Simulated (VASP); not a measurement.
# PmTe (Pm-3m) in VASP: a series of runs

Aim: see how the results for PmTe move with the level of theory and the settings. Levels: PBEsol+U, PBEsol. Tasks: single point.

Everything below comes from runs of VASP 6.6.1. Logs are shortened: lines on timing, memory, paths and dates and some standing lists are left out, and cuts for length are marked.

## (1) Starting point

Symmetry: Pm-3m, No. 221, cubic system. Conventional cell: a = 3.763 Å, b = 3.763 Å, c = 3.763 Å, α = 90.00°, β = 90.00°, γ = 90.00°. Pm (site symmetry m-3m) is surrounded by 8 Te at 3.26 Å. Around Te (site symmetry m-3m) lie 8 Pm at 3.26 Å.

The cell comes from a database or a generator and needn't be the stable form of this composition.

## (2) Single point, PBEsol+U

Input file INCAR:

```
PREC = Accurate ; ENCUT = 520
EDIFF = 1E-6 ; ISMEAR = 0
SIGMA = 0.05 ; LREAL = F
LASPH = T ; NELM = 100
ALGO = Normal ; ISIF = 2
LWAVE = F ; LCHARG = F
LMAXMIX = 6 ; LDAU = T
LDAUTYPE = 2 ; LDAUL = 3 -1
LDAUU = 5 0 ; LDAUJ = 0 0
LDAUPRINT = 1 ; GGA = PS
NBANDS = 18
```

Input file KPOINTS:

```
regular mesh
0
Gamma
  5 5 5
```

Input file POSCAR:

```
PmTe
1.0
    3.7629149800      0.0000000000      0.0000000000
    0.0000000000      3.7629149800      0.0000000000
    0.0000000000      0.0000000000      3.7629149800
Pm Te
1 1
Direct
    0.0000000000      0.0000000000      0.0000000000
    0.5000000000      0.5000000000      0.5000000000
```

Potentials or basis: VASP PAW PBE potentials, release 64 (Pm, Te).

Launch:

```sh
> cat potpaw_PBE.64/Pm/POTCAR potpaw_PBE.64/Te/POTCAR > POTCAR
> mpirun -np 1 vasp_std > vasp.out
```

OUTCAR:

```text
PREC = Accurate
   ENCUT = 520
   EDIFF = 1E-6
   ISMEAR = 0
   LREAL = F
   LASPH = T
   NELM = 100
   ISIF = 2
   GGA = PS

 ion  position               nearest neighbor table
   1  0.000  0.000  0.000-   2 3.26   2 3.26   2 3.26   2 3.26   2 3.26   2 3.26   2 3.26   2 3.26

   2  0.500  0.500  0.500-   1 3.26   1 3.26   1 3.26   1 3.26   1 3.26   1 3.26   1 3.26   1 3.26

  LATTYP: Found a simple cubic cell.
 ALAT       =     3.7629149800

  Lattice vectors:

 A1 = (   3.7629149800,   0.0000000000,   0.0000000000)
 A2 = (   0.0000000000,   3.7629149800,   0.0000000000)
 A3 = (   0.0000000000,   0.0000000000,   3.7629149800)

Analysis of symmetry for initial positions (statically):
=====================================================================
 Subroutine PRICEL returns:
 Original cell was already a primitive cell.

 Routine SETGRP: Setting up the symmetry group for a
 simple cubic supercell.

 Subroutine GETGRP returns: Found 48 space group operations
 (whereof 48 operations were pure point group operations)
 out of a pool of 48 trial point group operations.

The static configuration has the point symmetry O_h .

Analysis of symmetry for dynamics (positions and initial velocities):
=====================================================================
 Subroutine PRICEL returns:
 Original cell was already a primitive cell.

 Routine SETGRP: Setting up the symmetry group for a
 simple cubic supercell.

 Subroutine GETGRP returns: Found 48 space group operations
 (whereof 48 operations were pure point group operations)
 out of a pool of 48 trial point group operations.

The dynamic configuration has the point symmetry O_h .

 Subroutine INISYM returns: Found 48 space group operations
 (whereof 48 operations are pure point group operations),
 and found     1 'primitive' translations

----------------------------------------------------------------------------------------

                                     Primitive cell

  volume of cell :      53.2811

  direct lattice vectors                    reciprocal lattice vectors
     3.762914980  0.000000000  0.000000000     0.265751420  0.000000000  0.000000000
     0.000000000  3.762914980  0.000000000     0.000000000  0.265751420  0.000000000
     0.000000000  0.000000000  3.762914980     0.000000000  0.000000000  0.265751420

  length of vectors
     3.762914980  3.762914980  3.762914980     0.265751420  0.265751420  0.265751420

  position of ions in fractional coordinates (direct lattice)
     0.000000000  0.000000000  0.000000000
     0.500000000  0.500000000  0.500000000

  ion indices of the primitive-cell ions
   primitive index   ion index
                 1           1
                 2           2

----------------------------------------------------------------------------------------

 KPOINTS: regular mesh

Automatic generation of k-mesh.
 Grid dimensions read from file:
 generate k-points for:    5    5    5

 Generating k-lattice:

  Cartesian coordinates                     Fractional coordinates (reciprocal lattice)
     0.053150284  0.000000000  0.000000000     0.200000000  0.000000000  0.000000000
     0.000000000  0.053150284  0.000000000     0.000000000  0.200000000  0.000000000
     0.000000000  0.000000000  0.053150284     0.000000000  0.000000000  0.200000000

  Length of vectors
     0.053150284  0.053150284  0.053150284

  Shift w.r.t. Gamma in fractional coordinates (k-lattice)
     0.000000000  0.000000000  0.000000000

 Subroutine IBZKPT returns following result:
 ===========================================

 Found     10 irreducible k-points:

 Following reciprocal coordinates:
            Coordinates               Weight
  0.000000  0.000000  0.000000      1.000000
  0.200000  0.000000  0.000000      6.000000
  0.400000  0.000000  0.000000      6.000000
  0.200000  0.200000  0.000000     12.000000
  0.400000  0.200000  0.000000     24.000000
  0.400000  0.400000  0.000000     12.000000
  0.200000  0.200000  0.200000      8.000000
  0.400000  0.200000  0.200000     24.000000
  0.400000  0.400000  0.200000     24.000000
  0.400000  0.400000  0.400000      8.000000
   k-points           NKPTS =     10   k-points in BZ     NKDIM =     10   number of bands    NBANDS=     18
   number of dos      NEDOS =    301   number of ions     NIONS =      2
   total plane-waves  NPLWV =  21952
   dimension x,y,z NGX =    28 NGY =   28 NGZ =   28
   dimension x,y,z NGXF=    56 NGYF=   56 NGZF=   56
   ions per type =               1   1
   NGX,Y,Z   is equivalent  to a cutoff of  12.37, 12.37, 12.37 a.u.
   NGXF,Y,Z  is equivalent  to a cutoff of  24.74, 24.74, 24.74 a.u.
 SYSTEM =  unknown system
   PREC   = accura    normal or accurate (medium, high low for compatibility)
   ISTART =      0    job   : 0-new  1-cont  2-samecut
   ICHARG =      2    charge: 1-file 2-atom 10-const
   ISPIN  =      1    spin polarized calculation?
   LNONCOLLINEAR =      F non collinear calculations
   LSORBIT =      F    spin-orbit coupling
   LASPH  =      T    aspherical Exc in radial PAW
   ENCUT  =  520.0 eV  38.22 Ry    6.18 a.u.   7.00  7.00  7.00*2*pi/ulx,y,z
   NELM   =    100;   NELMIN=  2; NELMDL= -5     # of ELM steps
   EDIFF  = 0.1E-05   stopping-criterion for ELM
   LREAL  =      F    real-space projection
   EDIFFG = 0.1E-04   stopping-criterion for IOM
   NSW    =      0    number of steps for IOM
   IBRION =     -1    ionic relax: 0-MD 1-quasi-New 2-CG
   NFREE  =      0    steps in history (QN), initial steepest desc. (CG)
   ISIF   =      2    stress and relaxation
   ISYM   =      2    0-nonsym 1-usesym 2-fastsym
   POTIM  = 0.5000    time-step for ionic-motion
   TEBEG  =    0.0;   TEEND  =   0.0 temperature during run
   PSTRESS=    0.0 pullay stress
   NELECT =      21.0000    total number of electrons
   NUPDOWN=      -1.0000    fix difference up-down
   EMIN   =  10.00;   EMAX   =-10.00  energy-range for DOS
   EFERMI =   0.00;   METHOD = LEGACY
   ISMEAR =     0;   SIGMA  =   0.05  broadening in eV -4-tet -1-fermi 0-gaus
   EFERMI_NEDOS =   21; number of points for ismear=-14 and -15
   IALGO  =     38    algorithm
   IMIX   =      4    mixing-type and parameters
     AMIX     =   0.40;   BMIX     =  1.00
     AMIX_MAG =   1.60;   BMIX_MAG =  1.00
  volume/ion in A,a.u.               =      26.64       179.78
  Fermi-wavevector in a.u.,A,eV,Ry     =   1.200301  2.268240 19.602222  1.440723
  Thomas-Fermi vector in A             =   2.336141
   LORBIT       =      0    0 simple, 1 ext, 2 COOP (PROOUT), +10 PAW based schemes
 LDA+U is selected, type is set to LDAUTYPE =  2
   angular momentum for each species LDAUL =     3   -1
   U (eV)           for each species LDAUU =   5.0  0.0
   J (eV)           for each species LDAUJ =   0.0  0.0
   GGA     = PS    functional components
   LHFCALC =     F    Hartree Fock is set to
   AEXX    =    0.0000 exact exchange contribution
   IVDW    =     0    specifies the selected vdW correction
   LEPSILON=     F    determine dielectric tensor
   LRPA    =     F    only Hartree local field effects (RPA)
 non-spin polarized calculation
 Gauss-broadening in eV      SIGMA  =   0.05
  energy-cutoff  :      520.00
  volume of cell :       53.28
 maximum number of plane-waves:      1445
 NGX is ok and might be reduce to    28
   NGX = 13   NGY = 13   NGZ = 13

atom =   1  type =  1  l = 3

 onsite density matrix

spin component  1

  0.4589 -0.0000  0.3539  0.0000  0.0000  0.0000 -0.0000
 -0.0000  0.0149 -0.0000 -0.0000 -0.0000  0.0000  0.0000
  0.3539 -0.0000  0.2761 -0.0000  0.0000  0.0000 -0.0000
  0.0000 -0.0000 -0.0000  0.7330  0.0000 -0.0000  0.0000
  0.0000 -0.0000  0.0000  0.0000  0.2761 -0.0000 -0.3539
  0.0000  0.0000  0.0000 -0.0000 -0.0000  0.0019  0.0000
 -0.0000  0.0000 -0.0000  0.0000 -0.3539  0.0000  0.4589

spin component  2

  0.4589 -0.0000  0.3539  0.0000  0.0000  0.0000 -0.0000
 -0.0000  0.0149 -0.0000 -0.0000 -0.0000  0.0000  0.0000
  0.3539 -0.0000  0.2761 -0.0000  0.0000  0.0000 -0.0000
  0.0000 -0.0000 -0.0000  0.7330  0.0000 -0.0000  0.0000
  0.0000 -0.0000  0.0000  0.0000  0.2761 -0.0000 -0.3539
  0.0000  0.0000  0.0000 -0.0000 -0.0000  0.0019  0.0000
 -0.0000  0.0000 -0.0000  0.0000 -0.3539  0.0000  0.4589

 occupancies and eigenvectors

  o =  0.0019  v =  0.0000  0.0000  0.0000  0.0000 -0.0138  0.9998 -0.0107  0.0000  0.0000  0.0000  0.0000  0.0000  0.0000  0.0000      0.0000  0.0000  0.0000  0.0000  0.0000  0.0000  0.0000  0.0000  0.0000  0.0000  0.0000  0.0000  0.0000  0.0000
  o =  0.0019  v =  0.0000  0.0000  0.0000  0.0000  0.0000  0.0000  0.0000  0.0000  0.0000  0.0000  0.0000 -0.0138  0.9998 -0.0107      0.0000  0.0000  0.0000  0.0000  0.0000  0.0000  0.0000  0.0000  0.0000  0.0000  0.0000  0.0000  0.0000  0.0000
  o =  0.0019  v =  0.0000  0.0000  0.0000  0.0000  0.0000  0.0000  0.0000  0.6124  0.0000 -0.7906 -0.0000 -0.0000 -0.0000  0.0000      0.0000  0.0000  0.0000  0.0000  0.0000  0.0000  0.0000  0.0000  0.0000  0.0000  0.0000  0.0000  0.0000  0.0000
  o =  0.0019  v =  0.6124  0.0000 -0.7906 -0.0000 -0.0000 -0.0000  0.0000  0.0000  0.0000  0.0000  0.0000  0.0000  0.0000  0.0000      0.0000  0.0000  0.0000  0.0000  0.0000  0.0000  0.0000  0.0000  0.0000  0.0000  0.0000  0.0000  0.0000  0.0000
  o =  0.0019  v =  0.0000  0.0000 -0.0000 -0.0000 -0.7904 -0.0175 -0.6123  0.0000  0.0000  0.0000  0.0000  0.0000  0.0000  0.0000      0.0000  0.0000  0.0000  0.0000  0.0000  0.0000  0.0000  0.0000  0.0000  0.0000  0.0000  0.0000  0.0000  0.0000
  o =  0.0019  v =  0.0000  0.0000  0.0000  0.0000  0.0000  0.0000  0.0000  0.0000  0.0000 -0.0000 -0.0000 -0.7904 -0.0175 -0.6123      0.0000  0.0000  0.0000  0.0000  0.0000  0.0000  0.0000  0.0000  0.0000  0.0000  0.0000  0.0000  0.0000  0.0000
  o =  0.0149  v =  0.0000  1.0000  0.0000 -0.0000  0.0000 -0.0000  0.0000  0.0000  0.0000  0.0000  0.0000  0.0000  0.0000  0.0000      0.0000  0.0000  0.0000  0.0000  0.0000  0.0000  0.0000  0.0000  0.0000  0.0000  0.0000  0.0000  0.0000  0.0000
  o =  0.0149  v =  0.0000  0.0000  0.0000  0.0000  0.0000  0.0000  0.0000  0.0000  1.0000  0.0000 -0.0000  0.0000 -0.0000  0.0000      0.0000  0.0000  0.0000  0.0000  0.0000  0.0000  0.0000  0.0000  0.0000  0.0000  0.0000  0.0000  0.0000  0.0000
  o =  0.7330  v =  0.0000  0.0000  0.0000  0.0000  0.0000  0.0000  0.0000  0.0000 -0.0000 -0.0000  0.7448  0.4086 -0.0000 -0.5275      0.0000  0.0000  0.0000  0.0000  0.0000  0.0000  0.0000  0.0000  0.0000  0.0000  0.0000  0.0000  0.0000  0.0000
  o =  0.7330  v =  0.0000 -0.0000 -0.0000  0.7448  0.4086 -0.0000 -0.5275  0.0000  0.0000  0.0000  0.0000  0.0000  0.0000  0.0000      0.0000  0.0000  0.0000  0.0000  0.0000  0.0000  0.0000  0.0000  0.0000  0.0000  0.0000  0.0000  0.0000  0.0000
  o =  0.7330  v =  0.0000 -0.0000  0.0000  0.6673 -0.4561 -0.0000  0.5888  0.0000  0.0000  0.0000  0.0000  0.0000  0.0000  0.0000      0.0000  0.0000  0.0000  0.0000  0.0000  0.0000  0.0000  0.0000  0.0000  0.0000  0.0000  0.0000  0.0000  0.0000
  o =  0.7330  v = -0.7906  0.0000 -0.6124 -0.0000 -0.0000 -0.0000  0.0000  0.0000  0.0000  0.0000  0.0000  0.0000  0.0000  0.0000      0.0000  0.0000  0.0000  0.0000  0.0000  0.0000  0.0000  0.0000  0.0000  0.0000  0.0000  0.0000  0.0000  0.0000
  o =  0.7330  v =  0.0000  0.0000  0.0000  0.0000  0.0000  0.0000  0.0000  0.0000 -0.0000  0.0000  0.6673 -0.4561 -0.0000  0.5888      0.0000  0.0000  0.0000  0.0000  0.0000  0.0000  0.0000  0.0000  0.0000  0.0000  0.0000  0.0000  0.0000  0.0000
  o =  0.7330  v =  0.0000  0.0000  0.0000  0.0000  0.0000  0.0000  0.0000 -0.7906  0.0000 -0.6124 -0.0000 -0.0000 -0.0000  0.0000      0.0000  0.0000  0.0000  0.0000  0.0000  0.0000  0.0000  0.0000  0.0000  0.0000  0.0000  0.0000  0.0000  0.0000

 number of electron      21.0000029 magnetization

 Free energy of the ion-electron system (eV)
  ---------------------------------------------------
  ext. energy  EPLUGINS =         0.00000000
  ---------------------------------------------------
  free energy    TOTEN  =        -7.14731265 eV

  energy without entropy =       -7.13814723  energy(sigma->0) =       -7.14272994

 E-fermi :   8.5737     XC(G=0): -10.7834

 val. band max:        8.5732075185   @ k =   0.4000   0.4000   0.0000
 cond. band min:       8.5951380892   @ k =   0.2000   0.2000   0.2000
 fundamental gap:      0.0219305707
 Fermi energy:         8.5736901519

 k-point     1 :       0.0000    0.0000    0.0000
  band No.  band energies     occupation
      1     -29.3546      2.00000
      2      -9.8388      2.00000
      3      -9.8388      2.00000
      4      -9.8388      2.00000
      5      -3.9598      2.00000
      6       7.2244      2.00000
[... 187 lines left out ...]
      5      -2.0643      2.00000
      6       3.8744      2.00000
[... 10 lines left out ...]
     17      11.8323      0.00000
     18      11.8323      0.00000

------------------------ aborting loop because EDIFF is reached ----------------------------------------

  FORCE on cell =-STRESS in cart. coord.  units (eV):
  Direction    XX          YY          ZZ          XY          YZ          ZX
  --------------------------------------------------------------------------------------
  -------------------------------------------------------------------------------------
  Total        0.8705973      0.8705973      0.8705973     -0.0000000      0.0000000      0.0000000
  in kB       26.1790975     26.1790975     26.1790975     -0.0000000      0.0000000      0.0000000
  external PRESSURE =      26.1790975 kB  Pullay stress =       0.0000000 kB

 VOLUME and BASIS-vectors are now :
 -----------------------------------------------------------------------------
  energy-cutoff  :      520.00
  volume of cell :       53.28
      direct lattice vectors                 reciprocal lattice vectors
     3.762914980  0.000000000  0.000000000     0.265751420  0.000000000  0.000000000
     0.000000000  3.762914980  0.000000000     0.000000000  0.265751420  0.000000000
     0.000000000  0.000000000  3.762914980     0.000000000  0.000000000  0.265751420

 POSITION                                       TOTAL-FORCE (eV/Angst)
 -----------------------------------------------------------------------------------
      0.00000      0.00000      0.00000         0.000000      0.000000      0.000000
      1.88146      1.88146      1.88146         0.000000      0.000000      0.000000
 -----------------------------------------------------------------------------------
    total drift:                               -0.000000      0.000000     -0.000000

  FREE ENERGIE OF THE ION-ELECTRON SYSTEM (eV)
  ---------------------------------------------------
  free  energy   TOTEN  =        -7.1473126507 eV

  energy  without entropy=       -7.1381472320  energy(sigma->0) =       -7.14272994
```

Wall time 15 s (1 thread of Intel Xeon Platinum 8259CL at 2.50GHz (Skylake/Cascade Lake), shared host); peak memory 0.17 GiB.

What came out:

| Item | Value |
| --- | --- |
| Free energy | -7.1473 eV |
| Pressure | 2.6 GPa |
| Band gap on the k mesh | none (metal or under the smearing width) |

Eigenvalues of the final occupation matrices:
```tsv
site	spin	trace	eigenvalues
site 1 f	1	2.22	0.00 0.00 0.00 0.01 0.73 0.73 0.73
site 1 f	2	2.22	0.00 0.00 0.00 0.01 0.73 0.73 0.73
```

Caveat: the PAW data sets were made with another functional, which shifts forces and pressure a little; U without spin polarisation on a metal has little footing; the U is typed as a test and isn't derived for this compound.

## (3) Single point, PBEsol, collinear spin, ferromagnetic start

Input file INCAR:

```
SYSTEM = PmTe
ALGO = Normal
EDIFF = 1E-6
ENCUT = 520
GGA = PS
ISIF = 2
ISMEAR = 0
ISPIN = 2
LASPH = .TRUE.
LCHARG = .FALSE.
LMAXMIX = 6
LORBIT = 11
LREAL = .FALSE.
LWAVE = .FALSE.
MAGMOM = 4 0
NELM = 120
PREC = Accurate
SIGMA = 0.05
```

Input file KPOINTS:

```
k-points
0
G
  5 5 5
  0 0 0
```

POSCAR is that of step 2.

Potentials or basis: VASP PAW PBE potentials, release 64 (Pm, Te).

Launch:

```sh
> cat potpaw_PBE.64/Pm/POTCAR potpaw_PBE.64/Te/POTCAR > POTCAR
> mpirun -np 1 vasp_std > vasp.out
```

Run time: 29 s. Hardware: 1 thread of Intel Xeon Platinum 8259CL at 2.50GHz (Skylake/Cascade Lake), shared host; peak memory 0.18 GiB.

It converged, with:

```yaml
Free_energy: -14.4391 eV
Pressure: 3.6 GPa
Band_gap_on_the_k_mesh: none (metal or under the smearing width)
Net_moment: 4.97 μB per cell
Site_moments: Pm +4.54; Te -0.09 μB
Valence_electrons_inside_the_program's_atomic_spheres: Pm 12.43; Te 3.51
```

Levels at points of the mesh, in eV from the Fermi level:
Spin up:
```
           k point  band 9  band 10  band 11  band 12  band 13  band 14  band 15  band 16
(0.00, 0.00, 0.00)   -1.12    -1.12    -0.37    -0.37    -0.37     0.33     0.64     0.64
```
Spin down:
| k point | band 5 | band 6 | band 7 | band 8 | band 9 | band 10 | band 11 | band 12 |
| --- | --- | --- | --- | --- | --- | --- | --- | --- |
| (0.00, 0.00, 0.00) | -12.39 | -0.92 | -0.92 | -0.92 | -0.19 | -0.19 | 2.61 | 3.15 |

Caveat: the magnetic or orbital state may not be the lowest; the PAW data sets were made with another functional, which shifts forces and pressure a little; spin-orbit coupling is left out, which moves the levels of the heavy elements; without U or exact exchange the open f shell lies at the Fermi level, which spoils levels, moments and volumes.
